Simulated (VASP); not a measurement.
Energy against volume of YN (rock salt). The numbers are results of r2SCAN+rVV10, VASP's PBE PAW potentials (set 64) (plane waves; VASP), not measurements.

| V (Å³/atom) | E (eV/atom) |
|---|---|
| 13.711 | -16.53888 |
| 14.148 | -16.56330 |
| 14.586 | -16.57110 |
| 15.024 | -16.56471 |
| 15.461 | -16.54610 |

### Question
Fit a third-order Birch-Murnaghan equation of state.

### Answer

The volume per atom is 14.60 Å³/atom and the bulk modulus is 173 GPa. The pressure derivative of the bulk modulus comes out as 4.14 and the lattice constant a is 4.888 Å.

Measured: a 4.877 Å (computed value off by +0.2 %), as given by G. Soto et al., Computational Materials Science (2007), arXiv:cond-mat/0703568. The calculation is for a static lattice, while the measured a holds thermal and zero-point effects, which are part of the difference.

The compound is YN in the rock salt structure. It was relaxed first.
